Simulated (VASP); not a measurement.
## P (space group R-3m): computed properties

The numbers are results of LDA (Ceperley-Alder, Perdew-Zunger), VASP's LDA PAW potentials (set 64) (plane waves; VASP), not measurements.

For P, the space group is R-3m (166). The cell comes out as a = b = 3.426 Å, c = 8.788 Å, α = β = 90.00°, γ = 120.00° and the volume per atom is 14.89 Å³/atom. The band gap (over mesh and band path) is none (metal, semimetal or under 0.01 eV) and the density is 3.45 g/cm³.

```
CELL_PARAMETERS angstrom
      1.71294     0.98897     2.92946
     -1.71294     0.98897     2.92946
      0.00000    -1.97794     2.92946
ATOMIC_POSITIONS crystal
  P  0.23299 0.23299 0.23299
  P  0.76701 0.76701 0.76701
```

The structure comes from a computed database's P entry (R-3m); how it stands against other phases isn't given here. It was relaxed first, which changed the volume by -8 %. Symmetry was kept, so distortions that lower it aren't found.
